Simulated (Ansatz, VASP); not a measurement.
**MgB2: VASP beside Ansatz**

Aim: how closely do two programs agree when they are given the same cell, functional and k mesh? The cell is taken from a series of VASP runs on this material, whose earlier steps may have relaxed, scaled or displaced it; both programs get it as it stands.

Main program and level: Ansatz 0.2.0; plane waves, with VASP 6.6.1 beside it; zone-centre phonons at LDA.

**1. Set-up**

It takes space group P6/mmm (No. 191, hexagonal). The conventional cell has a = 3.085 Å, b = 3.085 Å, c = 3.523 Å, α = 90.00°, β = 90.00°, γ = 120.00°. Nearest to Mg lie 12 B at 2.51 Å. B has 3 B at 1.78 Å and 6 Mg at 2.51 Å nearest. Farther neighbours are not listed.

**2. Ansatz: zone-centre phonons, LDA**

Ansatz runs on its default PAW (the set named soft_2) files.

Second derivatives magnify differences that forces hide, and they need a tight electronic threshold.

Contents of input.yaml:

```yaml
crystal:
  lattice:
    - [3.085, 0.0, 0.0]
    - [-1.5425, 2.6716883707, 0.0]
    - [0.0, 0.0, 3.523]
  atoms:
    - { symbol: Mg, position: [0.0, 0.0, 0.0] }
    - { symbol: B, position: [0.6666666667, 0.3333333333, 0.5] }
    - { symbol: B, position: [0.3333333333, 0.6666666667, 0.5] }
hamiltonian:
  xc: lda
  pseudopotentials: { kind: paw }
kpoints:
  mp_grid: { grid: [12, 12, 10] }
scf:
  occupations: { method: gaussian, width: 0.05 }
phonons:
  method: dfpt
  qpoints: [[0, 0, 0]]
```

Started as:

```console
> ansatz run input.yaml --threads 4 --pin off --max-ram 9216MiB --backend cpu --events-out ev --progress --plain --runs-dir out
```

Numbers of over 12 decimals in the logs are rounded to 6 here.

The log of the run:

```text
zone centre: on kpoints.mp_grid the ground state, and the responses unless they are solved on pairs of k-points, stand on 258 of the mesh's 1440 k-points, reduced under 4 symmetry operations, with k and −k counted as one. Each operation leaves every solved displacement unchanged or reverses it
Engine: ansatz 0.2.0, aarch64-unknown-linux-gnu
Pseudopotentials: kind: paw
Pseudopotential: Mg, paw, valence charge 10, recommended cutoff 420 eV (normal), Mg.paw.azcp
Pseudopotential: B, paw, valence charge 3, recommended cutoff 420 eV (normal), B.paw.azcp
Functional definition: SPW92
  exchange = slater_x
  correlation = pw_c
Crystal: 3 atoms, lattice volume = 29.037 Å³
Basis set: ecut = 420 eV, 563 PW (Γ), exchange–correlation on 48×48×48 points (8 copies of the dense FFT grid, shifted against one another)
Bands: 12, of which v1, the nominal top of the filled ones, is band 8 counted from 1 (7 counted from 0)
Symmetry: 24 space group operations
k-points: 258 of 1440 (irreducible under 4 space group operations, time reversal used)
Non-local potential: Mg, projectors of the file, l = 0: 3, l = 1: 2, l = 2: 1
Non-local potential: B, projectors of the file, l = 0: 2, l = 1: 2, l = 2: 1
PAW form: soft (Blöchl's): semilocal exchange-correlation on the pseudo side does not see the compensation charge
PAW frozen core: Mg, regenerated for the run's functional, and the local potential with it (the file was generated under x = pbe(κ = 0.804, μ = 0.219515), c = pbe(β = 0.066725))
PAW frozen core: B, regenerated for the run's functional, and the local potential with it (the file was generated under x = pbe(κ = 0.804, μ = 0.219515), c = pbe(β = 0.066725))
PAW one-centre angular grid: Mg, 110 points (default); XC on 64 Gauss nodes
PAW one-centre angular grid: B, 110 points (default); XC on 64 Gauss nodes
Initial density: superposition of atomic densities (neutral atoms: chi_scale 0, normalization atom), corrected by the library's trained network
Initial wavefunctions: pseudopotential atomic-orbital guess
Functional: x = slater, c = lda
SCF iter   1: F=—  HF=-2201.568059 eV  |F-HF|=—  |Δ(HF+E_count)|=         —  Δρ=6.48e-3  dr2=5.28e-3  ethr=1.77e-3  ⟨swp⟩=5.2  Hψ=16814  notcnv=0
preconditioner: auto → none  [insulator: Δε(μ)=0.111 eV  Ē_g=11.046 eV  σ=0.050 eV  W_gap=0.71  n_scr=8 (ndim 8)  ℏωp=19.5 eV  f_vac=0.000  D(μ)=0.28/eV (n_scr^D=0)  ε∞_Penn≈4.1]
SCF iter   2: F=—  HF=-2201.564005 eV  |F-HF|=—  |Δ(HF+E_count)|=   4.05e-3  Δρ=2.38e-3  dr2=7.33e-4  ethr=3.30e-5  ⟨swp⟩=2.0  Hψ=8019  notcnv=0  defer=12
SCF iter   3: F=—  HF=-2201.563576 eV  |F-HF|=—  |Δ(HF+E_count)|=   4.28e-4  Δρ=3.14e-4  dr2=1.78e-5  ethr=4.58e-6  ⟨swp⟩=2.0  Hψ=4101  notcnv=0  defer=12
SCF iter   4: F=—  HF=-2201.563571 eV  |F-HF|=—  |Δ(HF+E_count)|=   5.24e-6  Δρ=9.35e-5  dr2=2.44e-6  ethr=1.11e-7  ⟨swp⟩=2.0  Hψ=5074  notcnv=0  defer=12
SCF iter   5: F=—  HF=-2201.563570 eV  |F-HF|=—  |Δ(HF+E_count)|=   9.10e-7  Δρ=1.81e-5  dr2=3.37e-8  ethr=1.52e-8  ⟨swp⟩=2.0  Hψ=4862  notcnv=0  defer=12
SCF iter   6: F=—  HF=-2201.563570 eV  |F-HF|=—  |Δ(HF+E_count)|=   4.38e-9  Δρ=3.39e-6  dr2=1.08e-9  ethr=2.11e-10  ⟨swp⟩=2.1  Hψ=4894  notcnv=0  defer=12
SCF iter   7: F=—  HF=-2201.563570 eV  |F-HF|=—  |Δ(HF+E_count)|=  1.91e-10  Δρ=3.17e-7  dr2=1.06e-11  ethr=6.77e-12  ⟨swp⟩=2.2  Hψ=4304  notcnv=0  defer=12
SCF iter   8: F=-2201.563570 eV  HF=-2201.563570 eV  |F-HF|=4.55e-13  |Δ(HF+E_count)|=  4.55e-12  Δρ=3.59e-8  dr2=1.59e-13  ethr=1.00e-12  ⟨swp⟩=5.3  Hψ=11691  notcnv=0
SCF 1 converged in 8 iterations: F = -2201.563570 eV  dr2 = 1.59e-13
  greatest PAW one-centre occupation: 1.000 electrons in one spin orbital (limit 2), on the Mg atom at site 0 (counted from 0), in its partial waves of l = 1
DFPT response loops at Γ: preconditioner auto → Kerker (q_TF=auto, 2.470 Å⁻¹) (partly filled bands, converged f_vac=0.000); β = 1.00, the filter's whole step (`scf.mixing.beta` (0.50) is not read by the response loops under this deck's `scf.mixing.preconditioner`; to damp them name `kerker` or `kerker_dos`, under which they read `scf.mixing.beta`, and type it under 1.00, their step now; both keys bind the ground state too); Broyden in place of MSR1
SCF converged after 8 iterations
Free energy (F): -2201.563570 eV
Harris-Foulkes:  -2201.563570 eV  (|F-HF|=4.55e-13)
Internal energy: -2201.563196 eV  (E = F + TS)
E sigma→0 (E₀):  -2201.563383 eV
Entropy (-TS):   -0.000375 eV (-0.125 meV/atom)
Fermi energy:    8.939526 eV
--- Per-component energies (eV) ---
  E_band       = -295.384845
  E_kinetic    = 174.269131
  E_local      = -1522.330002  (includes V_loc(G=0)·N_el)
  E_nonlocal   = 119.902771
  E_hartree    = 540.659757
  E_xc         = -93.626848
  E_vxc        = -114.710123  (∫ρ·V_xc dr)
  E_paw        = -415.819102  (= ΣΔE_a)
  E_vpaw       = -33.836130  (= ΣTr[D̂ρ^β])
  E_aug_tail   = -0.000013  (compensation charges beyond the density's cutoff)
  E_ewald      = -1004.861037
  E_core_change = 0.242148  (= ΣΔE_core)
  E_smearing   = -0.000375  (= −TS)
  E_closure    = -0.000000  (closes the sum)
  Σ components = -2201.563570   (vs F -2201.563570, Δ=0.00e0)
--- Band table (eV; the first three rows and the last of 258) ---
  k-point 0: bands = [... 4 lower, -3.2953, 6.0749, 9.3399, 9.3399, 10.6497, 15.2539, 15.2539, 17.1963]
  k-point 1: bands = [... 4 lower, -3.2079, 5.4114, 9.3728, 9.3728, 11.5114, 15.2836, 15.2836, 17.1620]
  k-point 2: bands = [... 4 lower, -2.9556, 4.1453, 9.4613, 9.4613, 13.3670, 15.3643, 15.3643, 17.0767]
  k-point 257: bands = [... 4 lower, 0.8822, 4.1948, 5.0361, 5.0577, 8.9275, 13.5735, 18.3504, 19.3875]
--- Phonons (Γ-DFPT): 4 representative perturbations + reference, on 258 of 1440 k-points (Σ response iterations 12) ---
  k mesh reduced under 4 symmetry operations, with k and −k counted as one. Each operation leaves every solved displacement unchanged or reverses it
  ASR residual: 2.926e-5 → 0.000e0 eV/Å²; symmetrization residual: 9.372e-7 eV/Å²
  ASR residual per site (eV/Å²): 2.93e-5 2.08e-5 2.08e-5
  Γ frequencies (cm⁻¹): 0.00 0.00 0.00 320.82 320.82 373.98 685.94 687.89 687.89
  non-analytic LO–TO correction: not included (Born effective charges unavailable; polar crystals: no LO–TO splitting at Γ)
--- Phonons (arbitrary-q DFPT): 1 explicit q-point ---
  q = [0, 0, 0] (of the zone-centre solve; hermiticity 1.73e-7, symmetrization 1.85e-14): 0.00 0.00 0.00 320.82 320.82 373.98 685.94 687.89 687.89
  sum rule: each row above includes the acoustic sum rule's correction from the zone centre's row sums; it moved no ω² by more than (0.72 cm⁻¹)²
```

Wall time 8 s (4 threads of Arm Neoverse V1, shared host); peak memory 0.53 GiB; 30 s of CPU time.

In the SCF lines HF is the Harris–Foulkes energy and dr2 the Hartree energy of the density residual, in eV; the loop may stop once dr2 is under the threshold and the program's other checks hold. Hψ counts applications of the Hamiltonian.

(Part 1 of 2 ends here.)

[Lines on the potential files, build, host, timing and source positions are cut from VASP's logs without a mark.]

[Logs are printed without paths, hosts, clocks, repeated set-up lines and the standing remarks that a program may print on its own settings, such as how far it seeks lower states.]

[Hosts, paths, dates, database ids (printed as entryN), source tags and the programs' standing remarks are cut or masked in the printed files.]
